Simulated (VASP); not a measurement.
# GW on BAs, part 4 of 6

Aim: the quasiparticle gap of BAs, and what it costs to get it. The cell is of the zinc-blende type, one of the forms listed for this formula. The start is a cell from a database of measured crystal structures.

VASP 6.6.1, plane waves and PAW; the level of theory is named at each step.

So far, quasiparticle gap on the mesh (eV): step 4 (evGW0) 1.99. Also gap on the k-mesh (eV): step 3 (empty bands, functional PBE) 1.26.

## (5) evGW

This step: evGW on PBE; plane waves and PAW (As_GW, B_GW) (VASP 6.6.1).

The levels are updated in both G and W; wider gaps weaken the screening and open the gap further.

INCAR reads:

```
SYSTEM = BAs
PREC = Accurate
ENCUT = 340
ISMEAR = 0
SIGMA = 0.01
LREAL = .FALSE.
GGA = PE
NBANDS = 152
ALGO = EVGW
NELMGW = 4
ENCUTGW = 180
NOMEGA = 48
PRECFOCK = Fast
NBANDSGW = 12
LWAVE = .FALSE.
LCHARG = .FALSE.
```

POSCAR reads:

```
BAs
1.0
    0.0000000000      2.3885000000      2.3885000000
    2.3885000000      0.0000000000      2.3885000000
    2.3885000000      2.3885000000      0.0000000000
As B
1 1
Direct
    0.7500000000      0.7500000000      0.7500000000
    0.0000000000      0.0000000000      0.0000000000
```

KPOINTS reads:

```
Automatic mesh
0
Gamma
6 6 6
0 0 0
```

PAW data sets: As_GW and B_GW (PBE family, release 64).

Launch:

```sh
$ mpirun -np 4 vasp_std
```

The program printed:

```text
[banner, memory and clock lines left out]
running    4 mpi-ranks, on    1 nodes
 distrk:  each k-point on    4 cores,    1 groups
 distr:  one band on    1 cores,    4 groups

 POSCAR found type information on POSCAR AsB
 POSCAR found :  2 types and       2 ions
 [... a notice as in an earlier step ...]

 LDA part: xc-table for (Slater+PW92), standard interpolation
 found WAVECAR, reading the header
 POSCAR, INCAR and KPOINTS ok, starting setup
 FFT: planning ... GRIDC
 FFT: planning ... GRID_SOFT
 FFT: planning ... GRID
 reading WAVECAR
 the WAVECAR file was read successfully
 initial charge from wavefunction
 available memory per node:     62.36 GB, setting MAXMEM to     63852

 The Fermi energy was updated, please check that it is located mid-gap
 values below the HOMO (VB) or above the LUMO (CB) will cause erroneous energies
 E-fermi :   6.8067

 calculate exact exchange contribution
 the WAVEDER file was read successfully
energies w=
    0.000    0.000    0.530    0.000    1.058    0.000    1.582    0.000
    2.100    0.000    2.610    0.000    3.112    0.000    3.604    0.000
    4.087    0.000    4.562    0.000    5.028    0.000    5.486    0.000
    5.938    0.000    6.384    0.000    6.827    0.000    7.267    0.000
    7.707    0.000    8.148    0.000    8.592    0.000    9.042    0.000
    9.500    0.000    9.968    0.000   10.449    0.000   10.947    0.000
   11.465    0.000   12.007    0.000   12.578    0.000   13.183    0.000
   13.831    0.000   14.528    0.000   15.285    0.000   16.113    0.000
   17.029    0.000   18.051    0.000   19.204    0.000   20.521    0.000
   22.045    0.000   23.836    0.000   25.976    0.000   28.585    0.000
   31.839    0.000   36.018    0.000   41.580    0.000   49.342    0.000
   60.907    0.000   79.925    0.000  116.860    0.000  218.903    0.000
 responsefunction array rank=     172
 LDA part: xc-table for (Slater+PW92), standard interpolation

 min. memory requirement per mpi rank    174.7 MB, per node    698.6 MB

 allocating  12 responsefunctions rank=   172
 shmem allocating  48 responsefunctions rank=   172
 response function shared by NCSHMEM nodes    1
 Doing           12  frequencies on each core in blocks of           48
NQ=   1    0.0000    0.0000    0.0000,
|.........|.........|.........|.........|.........|.........|.........|.........
 performed        314000 updates of chi_q(r,r)
 total number of BLAS operations         71.77 Gflops
NQ=   2    0.1667    0.0000    0.0000,
|.........|.........|.........|.........|.........|.........|.........|.........
 performed        876000 updates of chi_q(r,r)
 total number of BLAS operations        177.05 Gflops
NQ=   3    0.3333    0.0000    0.0000,
|.........|.........|.........|.........|.........|.........|.........|.........
 performed       1438000 updates of chi_q(r,r)
 total number of BLAS operations        282.33 Gflops
NQ=   4    0.5000    0.0000    0.0000,
|.........|.........|.........|.........|.........|.........|.........|.........
 performed       1912000 updates of chi_q(r,r)
 total number of BLAS operations        374.73 Gflops
NQ=   5    0.1667    0.1667    0.0000,
|.........|.........|.........|.........|.........|.........|.........|.........
 performed       2474000 updates of chi_q(r,r)
 total number of BLAS operations        480.01 Gflops
NQ=   6    0.3333    0.1667    0.0000,
|.........|.........|.........|.........|.........|.........|.........|.........
 performed       3349000 updates of chi_q(r,r)
 total number of BLAS operations        637.68 Gflops
NQ=   7    0.5000    0.1667    0.0000,
|.........|.........|.........|.........|.........|.........|.........|.........
 performed       4224000 updates of chi_q(r,r)
 total number of BLAS operations        787.04 Gflops
NQ=   8   -0.3333    0.1667    0.0000,
|.........|.........|.........|.........|.........|.........|.........|.........
 performed       5099000 updates of chi_q(r,r)
 total number of BLAS operations        951.08 Gflops
NQ=   9   -0.1667    0.1667    0.0000,
|.........|.........|.........|.........|.........|.........|.........|.........
 performed       5858000 updates of chi_q(r,r)
 total number of BLAS operations       1095.11 Gflops
NQ=  10    0.3333    0.3333    0.0000,
|.........|.........|.........|.........|.........|.........|.........|.........
 performed       6420000 updates of chi_q(r,r)
 total number of BLAS operations       1200.39 Gflops
NQ=  11    0.5000    0.3333    0.0000,
|.........|.........|.........|.........|.........|.........|.........|.........
 performed       7295000 updates of chi_q(r,r)
 total number of BLAS operations       1345.69 Gflops
NQ=  12   -0.3333    0.3333    0.0000,
|.........|.........|.........|.........|.........|.........|.........|.........
 performed       8054000 updates of chi_q(r,r)
 total number of BLAS operations       1468.16 Gflops
NQ=  13    0.5000    0.5000    0.0000,
|.........|.........|.........|.........|.........|.........|.........|.........
 performed       8477000 updates of chi_q(r,r)
 total number of BLAS operations       1544.39 Gflops
NQ=  14    0.5000    0.3333    0.1667,
|.........|.........|.........|.........|.........|.........|.........|.........
 performed       9462000 updates of chi_q(r,r)
 total number of BLAS operations       1721.76 Gflops
NQ=  15   -0.3333    0.3333    0.1667,
|.........|.........|.........|.........|.........|.........|.........|.........
 performed      10388000 updates of chi_q(r,r)
 total number of BLAS operations       1888.61 Gflops
NQ=  16   -0.3333    0.5000    0.1667,
|.........|.........|.........|.........|.........|.........|.........|.........
 performed      11150000 updates of chi_q(r,r)
 total number of BLAS operations       2025.92 Gflops
 resolving degeneracies of screened two electron integrals

 calculate QP shifts <psi_nk| G(iteration)W_0 |psi_nk>: iteration 1
 allocating  12 responsefunctions rank=   172
 shmem allocating  48 responsefunctions rank=   172
 response function shared by NCSHMEM nodes    1
 Doing           12  frequencies on each core in blocks of           48
NQ=   1    0.0000    0.0000    0.0000,
|.........|.........|.........|.........|.........|.........|.........|.........
 performed        314000 updates of chi_q(r,r)
 total number of BLAS operations         71.77 Gflops
NQ=   2    0.1667    0.0000    0.0000,
|.........|.........|.........|.........|.........|.........|.........|.........
 performed        876000 updates of chi_q(r,r)
 total number of BLAS operations        177.05 Gflops
NQ=   3    0.3333    0.0000    0.0000,
|.........|.........|.........|.........|.........|.........|.........|.........
[...]
total number of BLAS operations       1888.61 Gflops
NQ=  16   -0.3333    0.5000    0.1667,
|.........|.........|.........|.........|.........|.........|.........|.........
 performed      11150000 updates of chi_q(r,r)
 total number of BLAS operations       2025.92 Gflops
 resolving degeneracies of screened two electron integrals

 calculate QP shifts <psi_nk| G(iteration)W_0 |psi_nk>: iteration 2
 allocating  12 responsefunctions rank=   172
 shmem allocating  48 responsefunctions rank=   172
 response function shared by NCSHMEM nodes    1
 Doing           12  frequencies on each core in blocks of           48
NQ=   1    0.0000    0.0000    0.0000,
|.........|.........|.........|.........|.........|.........|.........|.........
 performed        314000 updates of chi_q(r,r)
 total number of BLAS operations         71.77 Gflops
NQ=   2    0.1667    0.0000    0.0000,
|.........|.........|.........|.........|.........|.........|.........|.........
 performed        876000 updates of chi_q(r,r)
 total number of BLAS operations        177.05 Gflops
NQ=   3    0.3333    0.0000    0.0000,
|.........|.........|.........|.........|.........|.........|.........|.........
 performed       1438000 updates of chi_q(r,r)
 total number of BLAS operations        282.33 Gflops
NQ=   4    0.5000    0.0000    0.0000,
|.........|.........|.........|.........|.........|.........|.........|.........
 performed       1912000 updates of chi_q(r,r)
 total number of BLAS operations        374.73 Gflops
NQ=   5    0.1667    0.1667    0.0000,
|.........|.........|.........|.........|.........|.........|.........|.........
 performed       2474000 updates of chi_q(r,r)
 total number of BLAS operations        480.01 Gflops
NQ=   6    0.3333    0.1667    0.0000,
|.........|.........|.........|.........|.........|.........|.........|.........
 performed       3349000 updates of chi_q(r,r)
 total number of BLAS operations        637.68 Gflops
NQ=   7    0.5000    0.1667    0.0000,
|.........|.........|.........|.........|.........|.........|.........|.........
 performed       4224000 updates of chi_q(r,r)
 total number of BLAS operations        787.04 Gflops
NQ=   8   -0.3333    0.1667    0.0000,
|.........|.........|.........|.........|.........|.........|.........|.........
 performed       5099000 updates of chi_q(r,r)
 total number of BLAS operations        951.08 Gflops
NQ=   9   -0.1667    0.1667    0.0000,
|.........|.........|.........|.........|.........|.........|.........|.........
 performed       5858000 updates of chi_q(r,r)
 total number of BLAS operations       1095.11 Gflops
NQ=  10    0.3333    0.3333    0.0000,
|.........|.........|.........|.........|.........|.........|.........|.........
 performed       6420000 updates of chi_q(r,r)
 total number of BLAS operations       1200.39 Gflops
NQ=  11    0.5000    0.3333    0.0000,
|.........|.........|.........|.........|.........|.........|.........|.........
 performed       7295000 updates of chi_q(r,r)
 total number of BLAS operations       1345.69 Gflops
NQ=  12   -0.3333    0.3333    0.0000,
|.........|.........|.........|.........|.........|.........|.........|.........
 performed       8054000 updates of chi_q(r,r)
 total number of BLAS operations       1468.16 Gflops
NQ=  13    0.5000    0.5000    0.0000,
|.........|.........|.........|.........|.........|.........|.........|.........
 performed       8477000 updates of chi_q(r,r)
 total number of BLAS operations       1544.39 Gflops
NQ=  14    0.5000    0.3333    0.1667,
|.........|.........|.........|.........|.........|.........|.........|.........
 performed       9462000 updates of chi_q(r,r)
 total number of BLAS operations       1721.76 Gflops
NQ=  15   -0.3333    0.3333    0.1667,
|.........|.........|.........|.........|.........|.........|.........|.........
 performed      10388000 updates of chi_q(r,r)
 total number of BLAS operations       1888.61 Gflops
NQ=  16   -0.3333    0.5000    0.1667,
|.........|.........|.........|.........|.........|.........|.........|.........
 performed      11150000 updates of chi_q(r,r)
 total number of BLAS operations       2025.92 Gflops
 resolving degeneracies of screened two electron integrals

 calculate QP shifts <psi_nk| G(iteration)W_0 |psi_nk>: iteration 3
 allocating  12 responsefunctions rank=   172
 shmem allocating  48 responsefunctions rank=   172
 response function shared by NCSHMEM nodes    1
 Doing           12  frequencies on each core in blocks of           48
NQ=   1    0.0000    0.0000    0.0000,
|.........|.........|.........|.........|.........|.........|.........|.........
 performed        314000 updates of chi_q(r,r)
 total number of BLAS operations         71.77 Gflops
NQ=   2    0.1667    0.0000    0.0000,
|.........|.........|.........|.........|.........|.........|.........|.........
 performed        876000 updates of chi_q(r,r)
 total number of BLAS operations        177.05 Gflops
NQ=   3    0.3333    0.0000    0.0000,
|.........|.........|.........|.........|.........|.........|.........|.........
 performed       1438000 updates of chi_q(r,r)
 total number of BLAS operations        282.33 Gflops
NQ=   4    0.5000    0.0000    0.0000,
|.........|.........|.........|.........|.........|.........|.........|.........
 performed       1912000 updates of chi_q(r,r)
 total number of BLAS operations        374.73 Gflops
NQ=   5    0.1667    0.1667    0.0000,
|.........|.........|.........|.........|.........|.........|.........|.........
 performed       2474000 updates of chi_q(r,r)
 total number of BLAS operations        480.01 Gflops
NQ=   6    0.3333    0.1667    0.0000,
|.........|.........|.........|.........|.........|.........|.........|.........
 performed       3349000 updates of chi_q(r,r)
 total number of BLAS operations        637.68 Gflops
NQ=   7    0.5000    0.1667    0.0000,
|.........|.........|.........|.........|.........|.........|.........|.........
 performed       4224000 updates of chi_q(r,r)
 total number of BLAS operations        787.04 Gflops
NQ=   8   -0.3333    0.1667    0.0000,
|.........|.........|.........|.........|.........|.........|.........|.........
 performed       5099000 updates of chi_q(r,r)
 total number of BLAS operations        951.08 Gflops
NQ=   9   -0.1667    0.1667    0.0000,
|.........|.........|.........|.........|.........|.........|.........|.........
 performed       5858000 updates of chi_q(r,r)
 total number of BLAS operations       1095.11 Gflops
NQ=  10    0.3333    0.3333    0.0000,
|.........|.........|.........|.........|.........|.........|.........|.........
 performed       6420000 updates of chi_q(r,r)
 total number of BLAS operations       1200.39 Gflops
NQ=  11    0.5000    0.3333    0.0000,
|.........|.........|.........|.........|.........|.........|.........|.........
 performed       7295000 updates of chi_q(r,r)
 total number of BLAS operations       1345.69 Gflops
NQ=  12   -0.3333    0.3333    0.0000,
|.........|.........|.........|.........|.........|.........|.........|.........
 performed       8054000 updates of chi_q(r,r)
 total number of BLAS operations       1468.16 Gflops
NQ=  13    0.5000    0.5000    0.0000,
|.........|.........|.........|.........|.........|.........|.........|.........
 performed       8477000 updates of chi_q(r,r)
 total number of BLAS operations       1544.39 Gflops
NQ=  14    0.5000    0.3333    0.1667,
|.........|.........|.........|.........|.........|.........|.........|.........
 performed       9462000 updates of chi_q(r,r)
 total number of BLAS operations       1721.76 Gflops
NQ=  15   -0.3333    0.3333    0.1667,
|.........|.........|.........|.........|.........|.........|.........|.........
 performed      10388000 updates of chi_q(r,r)
 total number of BLAS operations       1888.61 Gflops
NQ=  16   -0.3333    0.5000    0.1667,
|.........|.........|.........|.........|.........|.........|.........|.........
 performed      11150000 updates of chi_q(r,r)
 total number of BLAS operations       2025.92 Gflops
 resolving degeneracies of screened two electron integrals

 calculate QP shifts <psi_nk| G(iteration)W_0 |psi_nk>: iteration 4
 entering main loop
```

Elapsed: 3.9 min, on 4 MPI ranks of Intel Xeon Platinum 8488C (Sapphire Rapids), shared host; peak memory 0.95 GiB.

OUTCAR, selected parts (step 5):

```text
   NELECT =       8.0000    total number of electrons

 E-fermi :   6.8067

 QP shifts <psi_nk| G(iteration)W_0 |psi_nk>: iteration 2
 k-point   1 :       0.0000    0.0000    0.0000
  band No. old QP-enery  QP-energies   sigma(KS)   T+V_ion+V_H  V^pw_x(r,r')   Z            occupation Imag(sigma)
      1     -10.0448     -10.3964     -12.9582       2.4183     -19.6016       0.7101       2.0000       1.0684
      2       5.5821       5.4652     -13.3248      18.7608     -13.9902       0.8004       2.0000       0.0408
      3       5.5821       5.4652     -13.3248      18.7608     -13.9902       0.8004       2.0000       0.0408
      4       5.5821       5.4652     -13.3248      18.7608     -13.9902       0.8004       2.0000       0.0408
      5       9.6946       9.7554     -11.0593      20.8302      -6.7578       0.7968       0.0000      -0.0755
      6       9.6946       9.7554     -11.0593      20.8302      -6.7578       0.7968       0.0000      -0.0755
      7       9.6946       9.7554     -11.0593      20.8302      -6.7578       0.7968       0.0000      -0.0755
      8      11.3180      11.4305     -11.9849      23.4487      -6.6662       0.7716       0.0000      -0.1113
    ...

 k-point   2 :       0.1667    0.0000    0.0000
  band No. old QP-enery  QP-energies   sigma(KS)   T+V_ion+V_H  V^pw_x(r,r')   Z            occupation Imag(sigma)
      1      -9.5860      -9.9260     -12.9720       2.9118     -19.4607       0.7171       2.0000       1.0166
      2       2.5346       2.3626     -12.9428      15.2584     -14.5714       0.7854       2.0000       0.0530
      3       4.8920       4.7652     -13.1614      17.8946     -14.0149       0.7983       2.0000       0.0405
      4       4.8920       4.7652     -13.1614      17.8946     -14.0149       0.7983       2.0000       0.0405
      5       9.7366       9.8038     -11.2691      21.0904      -6.7505       0.7936       0.0000      -0.0845
      6      10.5938      10.6668     -11.1888      21.8748      -6.6000       0.7916       0.0000      -0.0822
      7      10.5938      10.6668     -11.1888      21.8748      -6.6000       0.7916       0.0000      -0.0822
      8      13.1671      13.2915     -11.7117      25.0417      -6.0004       0.7635       0.0000      -0.1369
    ...

 QP shifts <psi_nk| G(iteration)W_0 |psi_nk>: iteration 3
 k-point   1 :       0.0000    0.0000    0.0000
  band No. old QP-enery  QP-energies   sigma(KS)   T+V_ion+V_H  V^pw_x(r,r')   Z            occupation Imag(sigma)
      1     -10.3964     -10.5246     -12.9942       2.4183     -19.6016       0.7142       2.0000       1.0405
      2       5.4652       5.4404     -13.3264      18.7608     -13.9902       0.8046       2.0000       0.0396
      3       5.4652       5.4404     -13.3264      18.7608     -13.9902       0.8046       2.0000       0.0396
      4       5.4652       5.4404     -13.3264      18.7608     -13.9902       0.8046       2.0000       0.0396
      5       9.7554       9.7743     -11.0512      20.8302      -6.7578       0.8006       0.0000      -0.0743
      6       9.7554       9.7743     -11.0512      20.8302      -6.7578       0.8006       0.0000      -0.0743
      7       9.7554       9.7743     -11.0512      20.8302      -6.7578       0.8006       0.0000      -0.0743
      8      11.4305      11.4641     -11.9748      23.4487      -6.6662       0.7752       0.0000      -0.1091
    ...

 QP shifts <psi_nk| G(iteration)W_0 |psi_nk>: iteration 4
 k-point   1 :       0.0000    0.0000    0.0000
  band No. old QP-enery  QP-energies   sigma(KS)   T+V_ion+V_H  V^pw_x(r,r')   Z            occupation Imag(sigma)
      1     -10.5246     -10.5675     -13.0029       2.4183     -19.6016       0.7156       2.0000       1.0363
      2       5.4404       5.4350     -13.3271      18.7608     -13.9902       0.8058       2.0000       0.0391
      3       5.4404       5.4350     -13.3271      18.7608     -13.9902       0.8058       2.0000       0.0391
      4       5.4404       5.4350     -13.3271      18.7608     -13.9902       0.8058       2.0000       0.0391
      5       9.7743       9.7808     -11.0478      20.8302      -6.7578       0.8016       0.0000      -0.0740
      6       9.7743       9.7808     -11.0478      20.8302      -6.7578       0.8016       0.0000      -0.0740
      7       9.7743       9.7808     -11.0478      20.8302      -6.7578       0.8016       0.0000      -0.0740
      8      11.4641      11.4750     -11.9705      23.4487      -6.6662       0.7767       0.0000      -0.1084
    ...

[... 16 parts as in an earlier step ...]

[... 22 further parts left out ...]
```

This step gave:

```yaml
quasiparticle_gap_on_the_mesh: 2.089 eV
smallest_direct_quasiparticle_gap_on_the_mesh: 4.346 eV
```

QP gap by iteration, by row:

```tsv
iteration	gap (eV)	direct gap (eV)
1	1.897	4.112
2	2.042	4.29
3	2.079	4.334
4	2.088	4.346
```

GW takes the gap from 1.265 to 2.089 eV. That is +100 meV against evGW0 on PBE. The last pass still moved it by +10 meV. The mesh misses a band edge: at the starting level the path gave a gap 0.10 eV smaller. Spin-orbit coupling is left out. The value holds for 152 bands, ENCUTGW = 180 eV and this mesh, and isn't shown to be converged in them.

[end of part 4 of 6]

[Lines on the potential files, build, host, timing and source positions are cut from VASP's logs without a mark.]

[Logs are printed without paths, hosts, clocks, repeated set-up lines and the standing remarks that a program may print on its own settings, such as how far it seeks lower states.]

[Hosts, paths, dates, database ids (printed as entryN), source tags and the programs' standing remarks are cut or masked in the printed files.]

[Pressures printed for these runs are not shown converged in the cutoff: they can be off by several GPa and have the wrong sign.]
